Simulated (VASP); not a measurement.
VASP runs on SrZrS$_{3}$ (space group Pm-3m) share one base input (PBE GGA, plane waves, VASP's PBE PAW potentials (set 64)) and change the settings named in each case.

**KPOINTS**
```
Automatic mesh
0
G
7 7 7
```

**INCAR**
```
SYSTEM = SrZrS3
PREC = Accurate
ENCUT = 300
EDIFF = 1E-6
NELM = 100
ALGO = Normal
LREAL = .FALSE.
LASPH = .TRUE.
ISMEAR = -1
SIGMA = 0.1
GGA = PE
LMAXMIX = 4
LWAVE = .FALSE.
LCHARG = .FALSE.
ISIF = 2
```

### POSCAR
```
SrZrS3
1
    4.9148670000     0.0000000000     0.0000000000
    0.0000000000     4.9148670000     0.0000000000
    0.0000000000     0.0000000000     4.9148670000
Sr Zr S
1 1 3
Direct
  0.0000000000   0.0000000000   0.0000000000
  0.5000000000   0.5000000000   0.5000000000
  0.0000000000   0.5000000000   0.5000000000
  0.5000000000   0.5000000000   0.0000000000
  0.5000000000   0.0000000000   0.5000000000
```

POTCAR, in this order: Sr_sv Zr_sv S (PBE.64 set). Program: vasp_std.

```
change                                                                                                                                                  E(σ→0) (eV/atom)  pressure (GPa)  −TS (eV)
------------------------------------------------------------------------------------------------------------------------------------------------------  ----------------  --------------  --------
base run                                                                                                                                                         -6.1485            4.23   -0.0085
GGA removed, POTCAR Sr_sv Zr_sv S (LDA.64 set)                                                                                                                   -6.7545               ?         ?
GGA_COMPAT = .FALSE., LNONCOLLINEAR = .TRUE., LSORBIT = .TRUE., MAGMOM = 0.0 0.0 0.0 0.0 0.0 0.0 0.0 0.0 0.0 0.0 0.0 0.0 0.0 0.0 0.0, program vasp_ncl           -6.1799               ?         ?
KPOINTS 5×5×5 Γ-centred mesh                                                                                                                                     -6.1464            4.26   -0.0114
LDAU = .TRUE., LDAUJ = 0 0 0, LDAUL = -1 2 -1, LDAUTYPE = 2, LDAUU = 0 2.0 0                                                                                     -5.8980            5.47   -0.0041
```

Task: Complete the blanks.

Result: 
- GGA_COMPAT = .FALSE., LNONCOLLINEAR = .TRUE., LSORBIT = .TRUE., MAGMOM = 0.0 0.0 0.0 0.0 0.0 0.0 0.0 0.0 0.0 0.0 0.0 0.0 0.0 0.0 0.0, program vasp_ncl, pressure (GPa): 4.22
- GGA_COMPAT = .FALSE., LNONCOLLINEAR = .TRUE., LSORBIT = .TRUE., MAGMOM = 0.0 0.0 0.0 0.0 0.0 0.0 0.0 0.0 0.0 0.0 0.0 0.0 0.0 0.0 0.0, program vasp_ncl, −TS (eV): -0.0086
- GGA removed, POTCAR Sr_sv Zr_sv S (LDA.64 set), pressure (GPa): -0.53
- GGA removed, POTCAR Sr_sv Zr_sv S (LDA.64 set), −TS (eV): -0.0129

Energies of different potentials or functionals have different zeros.  At 300 eV the pressure can carry a Pulay error.

Left out are runs that ran out of time, are held back, or changed the cell or the kind of run, fixed moments of cells without a moment, rows past the twelfth, gaps on odd meshes, pressures of charged cells and columns that move by less than the noise.

The structure was generated: SrZrS3 was put into an ordered model structure, which need not be its known phase. The cell was not relaxed at this level, its lattice was scaled by up to 2.5 %.
